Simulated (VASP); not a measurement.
OSZICAR of a VASP run on PbO$_{2}$ (rutile):

OSZICAR:
```
       N       E                     dE             d eps       ncg     rms          rms(c)
DAV:   1     0.687048450868E+03    0.68705E+03   -0.26377E+04  1488   0.203E+03
DAV:   2     0.575017967740E+02   -0.62955E+03   -0.60929E+03  1642   0.554E+02
DAV:   3    -0.339064769840E+02   -0.91408E+02   -0.89430E+02  1931   0.229E+02
DAV:   4    -0.375086533049E+02   -0.36022E+01   -0.35918E+01  1778   0.497E+01
DAV:   5    -0.376496909262E+02   -0.14104E+00   -0.14101E+00  2023   0.962E+00    0.128E+01
DAV:   6    -0.328150995481E+02    0.48346E+01   -0.21592E+01  2286   0.532E+01    0.445E+00
DAV:   7    -0.328121564812E+02    0.29431E-02   -0.15058E+00  1583   0.968E+00    0.271E+00
DAV:   8    -0.327984700736E+02    0.13686E-01   -0.46720E-01  2284   0.663E+00    0.115E+00
DAV:   9    -0.327707956719E+02    0.27674E-01   -0.11701E-01  2428   0.431E+00    0.125E-01
DAV:  10    -0.327725677581E+02   -0.17721E-02   -0.10952E-02  1628   0.601E-01    0.113E-01
DAV:  11    -0.327725130845E+02    0.54674E-04   -0.34828E-04  2323   0.189E-01    0.465E-02
DAV:  12    -0.327724992025E+02    0.13882E-04   -0.79914E-05  2235   0.687E-02    0.144E-02
DAV:  13    -0.327724978492E+02    0.13533E-05   -0.19789E-05  2067   0.459E-02    0.370E-03
DAV:  14    -0.327724984371E+02   -0.58796E-06   -0.25066E-06  1369   0.130E-02
   1 F= -.32772498E+02 E0= -.32772478E+02  d E =-.327725E+02
       N       E                     dE             d eps       ncg     rms          rms(c)
DAV:   1    -0.327732004784E+02   -0.70263E-03   -0.71013E-02  1532   0.201E+00    0.138E-01
DAV:   2    -0.327729772108E+02    0.22327E-03   -0.30202E-03  1930   0.520E-01    0.770E-02
DAV:   3    -0.327727586848E+02    0.21853E-03   -0.34709E-04  2315   0.264E-01    0.177E-02
DAV:   4    -0.327727578100E+02    0.87475E-06   -0.79960E-05  2150   0.681E-02    0.630E-03
DAV:   5    -0.327727572208E+02    0.58922E-06   -0.43408E-06  1492   0.307E-02
   2 F= -.32772757E+02 E0= -.32772737E+02  d E =-.258784E-03
```

Task: Which electronic solver shows in the log?

Result: It is blocked Davidson (ALGO = Normal, or the opening steps of other solvers). The INCAR had ALGO = Normal.

Task: Can the final energy be trusted as converged?

Result: Self-consistency was reached. It stopped with EDIFF = 1E-6, NELM = 100, NSW = 60 and EDIFFG = -0.02 after 2 ionic steps (AM05 GGA, plane waves, VASP's PBE PAW potentials (set 64)).

The compound is PbO2 in the rutile structure. This run relaxes it. Symmetry was kept, so distortions that lower it aren't found. The start is the result of an earlier pass.
